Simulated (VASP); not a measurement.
Consider the following.

```
PtSe
1.0
    3.69916     0.00000     0.00000
   -1.84958     3.20357     0.00000
    0.00000     0.00000     7.20910
Pt Se
2 2
Direct
  0.33333   0.66667   0.01793
  0.66667   0.33333   0.51793
  0.33333   0.66667   0.35707
  0.66667   0.33333   0.85707
```

All values below come from PBEsol GGA, VASP's PBE PAW potentials (set 64) (plane waves; VASP). Numerical set-up: 400 eV cut-off, 11×11×5 Γ-centred mesh, tetrahedra with Blöchl corrections, potentials Pt Se.

The cores are frozen, which limits the accuracy of field gradients.

**Question.** Give the principal components of the electric field gradient (V/Å²) and the asymmetry η at each nucleus.

**Answer.** 
| atom | Vxx | Vyy | Vzz | η |
|---|---|---|---|---|
| Pt1 | 103.7 | 103.7 | -207.4 | 0.00 |
| Pt2 | 103.7 | 103.7 | -207.4 | 0.00 |
| Se3 | 18.8 | 18.8 | -37.6 | 0.00 |
| Se4 | 18.8 | 18.8 | -37.6 | 0.00 |

The structure was generated: PtSe was put into the wurtzite type (P6_3mc), which need not be its known phase. It was relaxed first, which changed the volume by -17 %.
